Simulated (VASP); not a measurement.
A run of VASP 6.6.1:

Contents of INCAR:

```
PREC     = Accurate       # precision mode
ENCUT    = 600            # plane-wave cutoff, eV
EDIFF    = 1E-6           # SCF threshold, eV
ISMEAR   = -1             # smearing method
SIGMA    = 0.05           # smearing width, eV
LREAL    = False          # projectors in reciprocal space
LASPH    = True           # aspherical terms in the spheres
NELM     = 150            # most SCF steps
ALGO     = Fast           # electronic algorithm
ISIF     = 3              # what is computed and relaxed
LWAVE    = False          # write WAVECAR
LCHARG   = False          # write CHGCAR
ISPIN    = 2              # spin polarisation
MAGMOM   = 0.8 -0.8       # initial moments
LORBIT   = 11             # projections on sites
LMAXMIX  = 4              # l up to which the mixer works
GGA      = CA             # functional
IBRION   = 2              # ionic algorithm
NSW      = 80             # ionic steps
EDIFFG   = -0.01          # ionic threshold
```

Contents of KPOINTS:

```
regular mesh
0
Gamma
  14 14 8
```

The input POSCAR:

```
Ni
1.0
    2.4917559660      0.0000000000      0.0000000000
   -1.2458779830      2.1579239666      0.0000000000
    0.0000000000      0.0000000000      4.0690374925
Ni
2
Direct
    0.3333333333      0.6666666667      0.2500000000
    0.6666666667      0.3333333333      0.7500000000
```

Potentials or basis: VASP PAW LDA potentials, release 64 (Ni).

Launch:

```console
$ cat potpaw_LDA.64/Ni/POTCAR > POTCAR
$ mpirun -np 1 vasp_std > vasp.out
```

Hardware: 1 thread of Intel(R) Xeon(R) Platinum 8559C (Emerald Rapids) (shared host).

Estimate the wall time of this run.

Wall time 4.4 min on 1 thread of Intel(R) Xeon(R) Platinum 8559C (Emerald Rapids), with other jobs on the host, peak memory 0.2 GiB. Counts: scf iterations 79, k points 120, ion steps 10.
